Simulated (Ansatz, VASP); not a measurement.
# Cross-check of SiPb between VASP and Ansatz

One calculation is typed for both programs; each brings its own data sets. How far apart do they land? The cell is generated by rule, not measured, and may not be a known phase. The cell is taken from a series of runs on this material, whose earlier steps may have relaxed, scaled, displaced or heated it; both programs get it as it stands.

Calculated with Ansatz 0.2.0; plane waves, with VASP 6.6.1 beside it; zone-centre phonons at PBEsol.

The structure was built from a prototype and need not be the compound's stable phase.

## Step 1: Starting point

The structure is hexagonal, space group P6_3/mmc (No. 194). Conventional cell: a = 3.885 Å, b = 3.885 Å, c = 7.425 Å, α = 90.00°, β = 90.00°, γ = 120.00°. Nearest to Pb lie 6 Si at 2.91 Å. Nearest to Si lie 6 Pb at 2.91 Å. Farther neighbours are not listed.

## Step 2: Ansatz: zone-centre phonons, PBEsol

Ansatz runs on its default PAW (the set named soft_2) files.

Second derivatives magnify differences that forces hide, and they need a tight electronic threshold.

Input file input.yaml:

```yaml
crystal:
  lattice:
    - [3.8849729732, 0.0, 0.0]
    - [-1.9424864866, 3.3644852878, 0.0]
    - [0.0, 0.0, 7.425418006]
  atoms:
    - { symbol: Pb, position: [0.0, 0.0, 0.0] }
    - { symbol: Pb, position: [0.0, 0.0, 0.5] }
    - { symbol: Si, position: [0.3333333333, 0.6666666667, 0.25] }
    - { symbol: Si, position: [0.6666666667, 0.3333333333, 0.75] }
kpoints:
  mp_grid: { grid: [12, 12, 6] }
hamiltonian:
  xc: pbesol
scf:
  occupations: { method: methfessel_paxton, width: 0.15 }
output:
  eigenvalues: true
phonons:
  method: dfpt
```

On the command line:

```sh
$ ansatz run input.yaml --threads 4 --pin off --max-ram 7168MiB --backend cpu --events-out ev --progress --plain --runs-dir out
```

Numbers of over 12 decimals in the logs are rounded to 6 here.

The program printed:

```text
Engine: ansatz 0.2.0, aarch64-unknown-linux-gnu
Pseudopotentials: kind: paw
Pseudopotential: Pb, paw, valence charge 14, recommended cutoff 420 eV (normal), Pb.paw.azcp
Pseudopotential: Si, paw, valence charge 4, recommended cutoff 420 eV (normal), Si.paw.azcp
Functional definition: PBEsol
  exchange = pbesol_x
  correlation = pbesol_c
Crystal: 4 atoms, lattice volume = 97.057 Å³
Basis set: ecut = 420 eV, 1897 PW (Γ), exchange–correlation on 54×54×100 points (8 copies of the dense FFT grid, shifted against one another)
Bands: 22, of which v1, the nominal top of the filled ones, is band 18 counted from 1 (17 counted from 0)
Symmetry: 24 space group operations
k-points: 242 of 864 (irreducible under 2 space group operations, time reversal used)
Non-local potential: Pb, projectors of the file, l = 0: 2, l = 1: 2, l = 2: 2, l = 3: 2
Non-local potential: Si, projectors of the file, l = 0: 2, l = 1: 2, l = 2: 2
PAW form: soft (Blöchl's): semilocal exchange-correlation on the pseudo side does not see the compensation charge
PAW frozen core: Pb, regenerated for the run's functional, and the local potential with it (the file was generated under x = pbe(κ = 0.804, μ = 0.219515), c = pbe(β = 0.066725))
PAW frozen core: Si, regenerated for the run's functional, and the local potential with it (the file was generated under x = pbe(κ = 0.804, μ = 0.219515), c = pbe(β = 0.066725))
PAW one-centre angular grid: Pb, 590 points (default); XC on 64 Gauss nodes
PAW one-centre angular grid: Si, 110 points (default); XC on 64 Gauss nodes
Initial density: superposition of atomic densities (neutral atoms: chi_scale 0, normalization atom), corrected by the library's trained network
Initial wavefunctions: pseudopotential atomic-orbital guess
Functional: x = pbesol(κ = 0.804, μ = 0.123457), c = pbesol(β = 0.046)
SCF iter   1: F=—  HF=-24750.733896 eV  |F-HF|=—  |Δ(HF+E_count)|=         —  Δρ=2.75e-3  dr2=1.09e-2  ethr=1.77e-3  ⟨swp⟩=6.1  Hψ=26871  notcnv=0
preconditioner: auto → Kerker (q_TF=auto, 2.313 Å⁻¹)  [metal: Δε(μ)=0.023 eV  Ē_g=13.511 eV  σ=0.150 eV  W_gap=0.13  n_scr=22 (ndim 8)  ℏωp=22.6 eV  f_vac=0.000  D(μ)=2.41/eV (n_scr^D=22)]
SCF iter   2: F=—  HF=-24750.729539 eV  |F-HF|=—  |Δ(HF+E_count)|=   4.36e-3  S|Δr|=    0.00e0  Δρ=1.65e-3  dr2=3.99e-3  ethr=3.02e-5  ⟨swp⟩=2.2  Hψ=10437  notcnv=0  defer=3
SCF iter   3: F=—  HF=-24750.728404 eV  |F-HF|=—  |Δ(HF+E_count)|=   1.13e-3  S|Δr|=    0.00e0  Δρ=4.77e-4  dr2=1.69e-4  ethr=1.11e-5  ⟨swp⟩=2.3  Hψ=9359  notcnv=0  defer=3
SCF iter   4: F=—  HF=-24750.728372 eV  |F-HF|=—  |Δ(HF+E_count)|=   3.23e-5  S|Δr|=    0.00e0  Δρ=1.82e-4  dr2=3.22e-5  ethr=4.71e-7  ⟨swp⟩=2.8  Hψ=9895  notcnv=0  defer=3
SCF iter   5: F=—  HF=-24750.728369 eV  |F-HF|=—  |Δ(HF+E_count)|=   2.88e-6  S|Δr|=    0.00e0  Δρ=4.24e-5  dr2=2.02e-6  ethr=8.96e-8  ⟨swp⟩=3.0  Hψ=9919  notcnv=0  defer=3
SCF iter   6: F=—  HF=-24750.728366 eV  |F-HF|=—  |Δ(HF+E_count)|=   2.55e-6  S|Δr|=    0.00e0  Δρ=2.63e-5  dr2=5.95e-7  ethr=5.60e-9  ⟨swp⟩=1.8  Hψ=6037  notcnv=0  defer=3
SCF iter   7: F=—  HF=-24750.728366 eV  |F-HF|=—  |Δ(HF+E_count)|=   1.83e-7  S|Δr|=    0.00e0  Δρ=4.10e-6  dr2=1.79e-8  ethr=1.65e-9  ⟨swp⟩=2.2  Hψ=9121  notcnv=0  defer=3
SCF iter   8: F=—  HF=-24750.728366 eV  |F-HF|=—  |Δ(HF+E_count)|=   5.29e-9  S|Δr|=    0.00e0  Δρ=5.40e-7  dr2=2.36e-10  ethr=4.98e-11  ⟨swp⟩=2.0  Hψ=9647  notcnv=0  defer=3
SCF iter   9: F=—  HF=-24750.728366 eV  |F-HF|=—  |Δ(HF+E_count)|=  2.55e-11  S|Δr|=    0.00e0  Δρ=1.03e-7  dr2=1.44e-11  ethr=1.00e-12  ⟨swp⟩=3.0  Hψ=9915  notcnv=0  defer=3
SCF iter  10: F=-24750.728366 eV  HF=-24750.728366 eV  |F-HF|=3.64e-12  |Δ(HF+E_count)|=  3.64e-12  S|Δr|=    0.00e0  Δρ=1.74e-8  dr2=3.90e-13  ethr=1.00e-12  ⟨swp⟩=6.3  Hψ=23906  notcnv=0
SCF 1 converged in 10 iterations: F = -24750.728366 eV  dr2 = 3.90e-13
  greatest PAW one-centre occupation: 0.978 electrons in one spin orbital (limit 2), on the Pb atom at site 0 (counted from 0), in its partial waves of l = 2
DFPT response loops at Γ: preconditioner auto → Kerker (q_TF=auto, 2.313 Å⁻¹) (partly filled bands, converged f_vac=0.000); β = 1.00, the filter's whole step (`scf.mixing.beta` (0.50) is not read by the response loops under this deck's `scf.mixing.preconditioner`; to damp them name `kerker` or `kerker_dos`, under which they read `scf.mixing.beta`, and type it under 1.00, their step now; both keys bind the ground state too); Broyden in place of MSR1
SCF converged after 10 iterations
Stability not checked: this state was not tested for a lower state beside it, because cold or Methfessel-Paxton smearing, or corrected tetrahedra, fill the levels in a way that the test cannot read (fill_not_monotonic; see scf.lower_state_search)
Free energy (F): -24750.728366 eV
Harris-Foulkes:  -24750.728366 eV  (|F-HF|=3.64e-12)
Internal energy: -24750.727474 eV  (E = F + TS)
E sigma→0 (E₀):  -24750.728143 eV
Entropy (-TS):   -0.000892 eV (-0.223 meV/atom)
Fermi energy:    9.380290 eV
Step filling:    the computed levels leave a gap of 0.0000 eV = 0.0 smearing widths at the electron count; against every level under it full and every level over it empty, smearing changes F+E_penalty+E_count by +0.250 meV and its σ→0 estimate by +0.473 meV
--- Per-component energies (eV) ---
  E_band       = -75.793416
  E_kinetic    = 657.167803
  E_local      = -2349.655558  (includes V_loc(G=0)·N_el)
  E_nonlocal   = 756.488539
  E_hartree    = 949.341980
  E_xc         = -545.613428
  E_vxc        = -357.028877  (∫ρ·V_xc dr)
  E_paw        = -21512.107179  (= ΣΔE_a)
  E_vpaw       = -681.449384  (= ΣTr[D̂ρ^β])
  E_aug_tail   = 0.000112  (compensation charges beyond the density's cutoff)
  E_ewald      = -2706.537099
  E_core_change = 0.187355  (= ΣΔE_core)
  E_smearing   = -0.000892  (= −TS)
  E_closure    = 0.000000  (closes the sum)
  Σ components = -24750.728366   (vs F -24750.728366, Δ=0.00e0)
--- Band table (eV; the first three rows and the last of 242) ---
  k-point 0: bands = [... 14 lower, 8.0951, 9.9542, 9.9542, 11.1671, 11.1671, 12.4801, 13.4520, 13.4520]
  k-point 1: bands = [... 14 lower, 9.2095, 10.0239, 10.0239, 11.0755, 11.0755, 12.3555, 13.4034, 13.4034]
  k-point 2: bands = [... 14 lower, 10.2223, 10.2223, 10.3760, 10.8299, 10.8299, 11.9637, 13.3496, 13.3496]
  k-point 241: bands = [... 14 lower, 6.0217, 6.0217, 7.3163, 7.3163, 10.0754, 10.0754, 11.2178, 11.2178]
--- Phonons (Γ-DFPT): 4 representative perturbations + reference, on 242 of 864 k-points (Σ response iterations 12) ---
  k mesh reduced under 2 symmetry operations, with k and −k counted as one. Each operation leaves every solved perturbation unchanged. A smaller set is not used because it would not reduce the number of displacements times k-points to solve
  ASR residual: 4.240e-5 → 0.000e0 eV/Å²; symmetrization residual: 5.886e-6 eV/Å²
  ASR residual per site (eV/Å²): 4.24e-5 4.24e-5 1.09e-5 1.09e-5
  Γ frequencies (cm⁻¹): 0.00 0.00 0.00 54.31 54.31 80.78 163.50 163.50 172.29 172.29 187.38 196.26
  non-analytic LO–TO correction: not included (Born effective charges unavailable; polar crystals: no LO–TO splitting at Γ)
```

Reading the cycles: dr2 is the Hartree energy of the density residual (eV), the measure of convergence; HF is the Harris–Foulkes estimate of the energy, which meets the free energy F at convergence.

(Continued in part 2 of 2.)

[Lines on the potential files, build, host, timing and source positions are cut from VASP's logs without a mark.]

[Logs are printed without paths, hosts, clocks, repeated set-up lines and the standing remarks that a program may print on its own settings, such as how far it seeks lower states.]

[Hosts, paths, dates, database ids (printed as entryN), source tags and the programs' standing remarks are cut or masked in the printed files.]
